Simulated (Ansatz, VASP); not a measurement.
# O: VASP beside Ansatz

One calculation is typed for both programs; each brings its own data sets. How far apart do they land? Of the first pair: The two relaxations start from unlike cells of this crystal (the structure described is Ansatz's start), so only their ends are compared.

Main program and level: Ansatz 0.2.0; plane waves, with VASP 6.6.1 beside it; relaxation of cell and atoms at PBEsol and single point at PBEsol.

### 1. Starting point

Symmetry: R-3m, No. 166, trigonal system. The conventional cell has a = 3.782 Å, b = 3.782 Å, c = 12.178 Å, α = 90.00°, β = 90.00°, γ = 120.00°. Nearest to O lie 1 O at 1.21 Å.

### 2. Ansatz: relaxation of cell and atoms, PBEsol, pair 1

Ansatz runs on norm-conserving files, of PseudoDojo where its log says so.

The relaxed volume is the usual yardstick between codes: in a stiff, nearly cubic crystal its relative difference is about their pressure difference at one cell divided by the bulk modulus.

input.yaml reads:

```yaml
crystal:
  lattice:
    - [1.8911362696, 1.0918480343, 4.0593888983]
    - [-1.8911362696, 1.0918480343, 4.0593888983]
    - [0.0, -2.1836960686, 4.0593888983]
  atoms:
    - { symbol: O, position: [0.0496142377, 0.0496142377, 0.0496142377], spin: 0.62 }
    - { symbol: O, position: [0.9503857623, 0.9503857623, 0.9503857623], spin: 0.62 }
kpoints:
  mp_grid: { grid: [9, 9, 9] }
hamiltonian:
  xc: pbesol
  pseudopotentials: { kind: nc, accuracy: standard }
scf:
  occupations: { method: gaussian, width: 0.02 }
output:
  forces: true
  stress: true
  eigenvalues: true
  populations: true
  write_density: true
  write_potential: true
  elf: true
  volumetric_format: npy
magnetization:
  spin_polarized: true
relax:
  adjacent_minimum: "off"
  f_tol: 0.005
  max_steps: 80
  cell: { stress_tol: 0.05 }
```

Launch:

```sh
ansatz run input.yaml --threads 4 --pin off --max-ram 7168MiB --backend cpu --events-out ev --progress --plain --runs-dir out
```

Numbers of over 12 decimals in the logs are rounded to 6 here.

The log of the run:

```text
Engine: ansatz 0.2.0, aarch64-unknown-linux-gnu
Pseudopotentials: kind: nc
Pseudopotential: O, nc, valence charge 6, recommended cutoff 1142.878222 eV (normal), O.nc.azcp (PseudoDojo's, or run here from an input of PseudoDojo's; its table is named by hamiltonian.pseudopotentials.accuracy)
Functional definition: PBEsol
  exchange = pbesol_x
  correlation = pbesol_c
Crystal: 2 atoms, lattice volume = 50.292 Å³
Basis set: ecut = 1142.878222 eV, 4463 PW (Γ), exchange–correlation on 108×108×108 points (8 copies of the dense FFT grid, shifted against one another)
Bands: 11, of which v1, the nominal top of the filled ones, is band 6 counted from 1 (5 counted from 0)
Symmetry: 12 space group operations
Space group: R-3m (ITA 166), of the structure as read, at distance tolerance 3.7e-5 Å
Magnetic group: BNS 166.97 (UNI 1327), of the structure as read, at distance tolerance 3.7e-5 Å
k-points: 85 of 729
Non-local potential: O, projectors of the file, l = 0: 2, l = 1: 2, l = 2: 1
Initial density: superposition of atomic densities (chi_scale 0.1, normalization cell)
Starting moments: Σ|m| = 1.24 μB on 2 of 2 sites
Initial wavefunctions: pseudopotential atomic-orbital guess
Functional: x = pbesol(κ = 0.804, μ = 0.123457), c = pbesol(β = 0.046)
SCF iter   1: F=—  HF=-892.514058 eV  |F-HF|=—  |Δ(HF+E_count)|=         —  Δρ=6.97e-2 (↑6.97e-2 ↓4.06e-2)  dr2=6.26e-1  dr2_m=1.06e0  M=2.000 μB ∫|m|=2.004 μB  β_m=1.00  ethr=3.10e-3  ⟨swp⟩=6.0  Hψ=13001  notcnv=0
preconditioner: auto → none  [insulator: Δε(μ)=0.561 eV  Ē_g=15.483 eV  σ=0.020 eV  W_gap=1.00  n_scr=8 (ndim 8)  ℏωp=16.6 eV  f_vac=0.414  D(μ)=0.00/eV (n_scr^D=0)  ε∞_Penn≈2.1]
SCF iter   2: F=—  HF=-892.781488 eV  |F-HF|=—  |Δ(HF+E_count)|=   2.67e-1  Δρ=2.39e-2 (↑2.39e-2 ↓1.60e-2)  dr2=1.94e-1  dr2_m=2.75e-2  M=2.000 μB ∫|m|=2.035 μB  β_m=1.00  ethr=3.10e-3  ⟨swp⟩=2.5  Hψ=4903  notcnv=0  defer=132
SCF iter   3: F=—  HF=-892.715643 eV  |F-HF|=—  |Δ(HF+E_count)|=   6.58e-2  Δρ=5.11e-3 (↑5.11e-3 ↓4.82e-3)  dr2=6.99e-3  dr2_m=8.45e-4  M=2.000 μB ∫|m|=2.042 μB  β_m=1.00  ethr=1.62e-3  ⟨swp⟩=2.2  Hψ=3421  notcnv=0  defer=132
SCF iter   4: F=—  HF=-892.714577 eV  |F-HF|=—  |Δ(HF+E_count)|=   1.07e-3  Δρ=1.54e-3 (↑1.54e-3 ↓1.19e-3)  dr2=6.25e-4  dr2_m=6.43e-5  M=2.000 μB ∫|m|=2.043 μB  β_m=1.00  ethr=5.83e-5  ⟨swp⟩=2.0  Hψ=4547  notcnv=0  defer=131
SCF iter   5: F=—  HF=-892.714516 eV  |F-HF|=—  |Δ(HF+E_count)|=   6.11e-5  Δρ=3.70e-4 (↑3.70e-4 ↓2.09e-4)  dr2=8.22e-5  dr2_m=4.38e-6  M=2.000 μB ∫|m|=2.043 μB  β_m=0.30  ethr=5.21e-6  ⟨swp⟩=2.0  Hψ=2237  notcnv=0  defer=131
Mixer restart at iter 5: flushing history
spin-set hold released at iteration 5 (site moments contracting): the magnetisation degrees of freedom join the quasi-Newton model from the next iteration; the mixer history was flushed
SCF iter   6: F=—  HF=-892.714505 eV  |F-HF|=—  |Δ(HF+E_count)|=   1.11e-5  Δρ=1.86e-4 (↑1.86e-4 ↓1.12e-4)  dr2=1.62e-5  dr2_m=1.35e-6  M=2.000 μB ∫|m|=2.043 μB  β_m=0.42  ethr=6.85e-7  ⟨swp⟩=2.0  Hψ=2624  notcnv=0  defer=131
SCF iter   7: F=—  HF=-892.714500 eV  |F-HF|=—  |Δ(HF+E_count)|=   4.97e-6  Δρ=4.39e-5 (↑4.39e-5 ↓3.70e-5)  dr2=5.94e-7  dr2_m=1.06e-7  M=2.000 μB ∫|m|=2.043 μB  β_m=0.65  ethr=1.35e-7  ⟨swp⟩=2.5  Hψ=2672  notcnv=0  defer=131
SCF iter   8: F=-892.714500 eV  HF=-892.714500 eV  |F-HF|=1.57e-9  |Δ(HF+E_count)|=   9.30e-8  Δρ=4.17e-6 (↑4.17e-6 ↓2.32e-6)  dr2=5.48e-9  dr2_m=2.29e-9  M=2.000 μB ∫|m|=2.043 μB  ethr=8.33e-10  ⟨swp⟩=12.1  Hψ=13387  notcnv=0
SCF 1 converged in 8 iterations: F = -892.714500 eV  dr2 = 5.48e-9
relax step   1: F+E_penalty+E_count = -892.71450028 eV  Δ(F+E_penalty+E_count) = +0.000e0 eV  max|allowed force component| = 3.069e-4 eV/Å  Δτ_max = 0.0000 Å  P = +0.028 GPa  Ω = 50.292 Å³  (8 SCF iters, dr2 threshold 1.00e-7 eV, accepted)
Initial density: handed on by an earlier stage of this run
Starting moments: Σ|m| = 1.24 μB on 2 of 2 sites; this step starts from the density that it was given
Initial wavefunctions: pseudopotential atomic-orbital guess (no wavefunctions were taken with the density)
iter 1 solved again at ethr=7.63e-8 eV; its pass at ethr=3.10e-3 eV (dr2=9.16e-6 eV) is discarded
SCF iter   1: F=—  HF=-892.714485 eV  |F-HF|=—  |Δ(HF+E_count)|=         —  Δρ=4.01e-6 (↑4.01e-6 ↓2.19e-6)  dr2=4.22e-9  dr2_m=2.21e-9  M=2.000 μB ∫|m|=2.043 μB  β_m=0.30  ethr=7.63e-8  ⟨swp⟩=3.1  Hψ=18977  notcnv=0
preconditioner: auto → none  [insulator: Δε(μ)=1.820 eV  Ē_g=15.359 eV  σ=0.020 eV  W_gap=1.00  n_scr=8 (ndim 8)  ℏωp=16.6 eV  f_vac=0.458  D(μ)=0.00/eV (n_scr^D=0)  ε∞_Penn≈2.2]
SCF iter   2: F=—  HF=-892.714500 eV  |F-HF|=—  |Δ(HF+E_count)|=   1.55e-5  Δρ=2.71e-6 (↑2.71e-6 ↓1.80e-6)  dr2=1.85e-9  dr2_m=1.14e-9  M=2.000 μB ∫|m|=2.043 μB  β_m=0.60  ethr=3.52e-11  ⟨swp⟩=2.6  Hψ=3050  notcnv=0
SCF iter   3: F=—  HF=-892.714500 eV  |F-HF|=—  |Δ(HF+E_count)|=  6.51e-10  Δρ=6.20e-7 (↑6.20e-7 ↓5.06e-7)  dr2=3.29e-10  dr2_m=3.33e-11  M=2.000 μB ∫|m|=2.043 μB  β_m=0.56  ethr=1.54e-11  ⟨swp⟩=2.3  Hψ=2804  notcnv=0
SCF iter   4: F=—  HF=-892.714500 eV  |F-HF|=—  |Δ(HF+E_count)|=  1.35e-10  Δρ=3.18e-7 (↑3.18e-7 ↓1.96e-7)  dr2=1.74e-11  dr2_m=2.09e-11  M=2.000 μB ∫|m|=2.043 μB  β_m=0.71  ethr=1.00e-12  ⟨swp⟩=4.5  Hψ=8632  notcnv=0
SCF iter   5: F=-892.714500 eV  HF=-892.714500 eV  |F-HF|=7.96e-13  |Δ(HF+E_count)|=  1.06e-11  Δρ=6.27e-8 (↑6.27e-8 ↓3.87e-8)  dr2=1.66e-12  dr2_m=4.06e-13  M=2.000 μB ∫|m|=2.043 μB  ethr=1.00e-12  ⟨swp⟩=5.2  Hψ=6632  notcnv=0
SCF 2 converged in 5 iterations: F = -892.714500 eV  dr2 = 1.66e-12
relax step   2: F+E_penalty+E_count = -892.71450028 eV  Δ(F+E_penalty+E_count) = -1.761e-9 eV  max|allowed force component| = 4.138e-4 eV/Å  Δτ_max = 0.0000 Å  P = +0.028 GPa  Ω = 50.292 Å³  stress off target by 4.21e-2 GPa  SCF on the basis re-selected at this cell (its energy is not comparable with the rows above)  (5 SCF iters)
basis re-selected at this cell: Δ(F+E_penalty+E_count) = -1.761e-9 eV, ΔP = +0.000 GPa vs the last step (what re-selecting the basis moved, of the pressure what is left beyond the Pulay correction that the steps carried, after the strain that the cell walked since its last selection, with what the two solves' SCF thresholds leave and, on support functions, any second-order correction that the steps lacked; it is no m [...]
SCF converged after 5 iterations
Magnetization: 2.0000 μB (7.0000 up, 5.0000 down)
Absolute magnetization: 2.0433 μB (∫|ρ↑−ρ↓|)
Spin contamination: 0.0047 ħ² per cell (⟨S²⟩ above its minimum at these occupations)
Per-site moments (μB) at R_I (Å): [(0.559641, 0.498474), (0.559641, 0.498474)]
Free energy (F): -892.714500 eV
Harris-Foulkes:  -892.714500 eV  (|F-HF|=7.96e-13)
Internal energy: -892.714500 eV  (E = F + TS)
E sigma→0 (E₀):  -892.714500 eV
Fermi energy:    -1.902434 eV
--- Per-component energies (eV) ---
  E_band       = -148.281937
  E_kinetic    = 583.959980
  E_local      = -1193.991093  (includes V_loc(G=0)·N_el)
  E_nonlocal   = -131.742060
  E_hartree    = 419.178923
  E_xc         = -218.574857
  E_vxc        = -244.866628  (∫ρ·V_xc dr)
  E_ewald      = -351.545394
  E_smearing   = -0.000000  (= −TS)
  E_closure    = 0.000000  (closes the sum)
  Σ components = -892.714500   (vs F -892.714500, Δ=0.00e0)
--- Forces (eV/Å), atoms counted from 1 ---
  atom   1  O      0.00000000     0.00000000     0.00041379
  atom   2  O      0.00000000    -0.00000000    -0.00041379
  max |Σ_I F_I| component: 1.16e-18 eV/Å
--- Stress (GPa, compression-positive) ---
        0.042108       0.000000       0.000000
        0.000000       0.042108       0.000000
        0.000000       0.000000      -0.000270
  P = ⅓ Tr σ = 0.0280 GPa (0.280 kbar)
--- Band table (eV; the first three rows and the last of 170) ---
  k-point 0 ↑: bands = [... 2 lower, -10.0773, -9.6001, -9.6001, -2.8875, -2.8875, 3.2340, 8.0513, 9.6927, ... 1 higher]
  k-point 1 ↑: bands = [... 2 lower, -10.0648, -9.6294, -9.6074, -2.9103, -2.8990, 3.4150, 7.9975, 9.6900, ... 1 higher]
  k-point 2 ↑: bands = [... 2 lower, -10.0324, -9.7028, -9.6256, -2.9673, -2.9279, 3.9296, 7.8637, 9.7917, ... 1 higher]
  k-point 84 ↓: bands = [... 2 lower, -8.6173, -7.7532, -7.7130, -0.4872, -0.4297, 4.6536, 5.0735, 9.9660, ... 1 higher]
--- Relaxed structure (1 steps of the walk, 1 accepted, 1 SCFs on fresh bases) ---
  F+E_penalty+E_count = -892.71450028 eV   max|allowed force component| = 4.138e-4 eV/Å   (the final SCF, on the basis selected at the relaxed cell)
  cell:  # Å, volume = 50.2918 Å³
    - [1.891136, 1.091848, 4.0593888983]
    - [-1.891136, 1.091848, 4.0593888983]
    - [0.0, -2.183696, 4.0593888983]
  atoms:
    - { symbol: O, position: [0.049614, 0.049614, 0.049614] }
    - { symbol: O, position: [0.950386, 0.950386, 0.950386] }
--- Löwdin populations: 2 sites ---
  site symbol       q [e]    m [muB]
     0      O      5.9462     0.9954
     1      O      5.9462     0.9954
  spilling = 0.008974 (of n_electrons = 12.000000)
```

[end of part 1 of 3]

[Lines on the potential files, build, host, timing and source positions are cut from VASP's logs without a mark.]

[Logs are printed without paths, hosts, clocks, repeated set-up lines and the standing remarks that a program may print on its own settings, such as how far it seeks lower states.]

[Hosts, paths, dates, database ids (printed as entryN), source tags and the programs' standing remarks are cut or masked in the printed files.]
